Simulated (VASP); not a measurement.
Data:

```yaml
crystal:
  lattice:
    - [0.00000, 2.85151, 2.85151]
    - [2.85151, 0.00000, 2.85151]
    - [2.85151, 2.85151, 0.00000]
  atoms:
    - { symbol: Ag, position: [0.00000, 0.00000, 0.00000] }
    - { symbol: Cl, position: [0.50000, 0.50000, 0.50000] }
```

Method: PW91 GGA, VASP's PBE PAW potentials (set 64) (plane waves; VASP). Settings: 520 eV cut-off, 8×8×8 Γ-centred mesh, Gaussian smearing of 0.050 eV, potentials Ag Cl.

**Question.** What does the run give for the energy per atom (σ→0), pressure, band gap (on the k-mesh) with the smallest direct gap where there is one?

**Answer.** 
```json
{
  "band gap (on the k-mesh)": "0.94 eV",
  "smallest direct gap (on the k-mesh)": "2.92 eV",
  "energy per atom (σ→0)": "-2.726 eV/atom",
  "pressure": "-2.20 GPa"
}
```

The absolute energy has meaning only against runs of the same code, potentials and settings.

The compound is AgCl in the rock salt structure. This cell is one point of a volume scan, at 1.06 of the reference volume.
